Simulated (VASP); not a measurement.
```
CELL_PARAMETERS angstrom
      0.00000     2.95473     2.95473
      2.95473     0.00000     2.95473
      2.95473     2.95473     0.00000
ATOMIC_POSITIONS crystal
  Sr 0.00000 0.00000 0.00000
```

The numbers are results of PBEsol GGA, VASP's PBE PAW potentials (set 64) (plane waves; VASP), not measurements. Numerical set-up: 480 eV cut-off, 8×8×8 Γ-centred mesh, Gaussian smearing of 0.050 eV, potentials Sr_sv.

Stress in GPa, positive for a compressed cell; the cube axes lie along x, y and z, and the ions stay on their sites.

| strain | σxx | σyy | σzz |
|---|---|---|---|
| none | 0.03 | 0.03 | 0.03 |
| εxx = +1.5 % | -0.23 | -0.12 | -0.12 |
| εxx = -0.5 %, εyy = -0.5 %, εzz = -0.5 % | 0.22 | 0.22 | 0.22 |

**Question.** Fit C11 and C12 to these rows, and predict the stress for εxx = -4.0 %, εyy = -4.0 %, εzz = -4.0 %.

**Answer.** Least squares on Δσ_i = −C11 ε_i − C12 (ε_j + ε_k) over all components shown gives C11 = 17 GPa and C12 = 10 GPa, and so σxx, σyy, σzz = 1.54, 1.54, 1.54 GPa. The run gave 1.97, 1.97, 1.97 GPa; the difference holds the non-linear terms and numerical noise.

Left out are shears, moved atoms, failed runs and, from the fit, strains over 2.5 %.

The compound is Sr in the fcc structure.
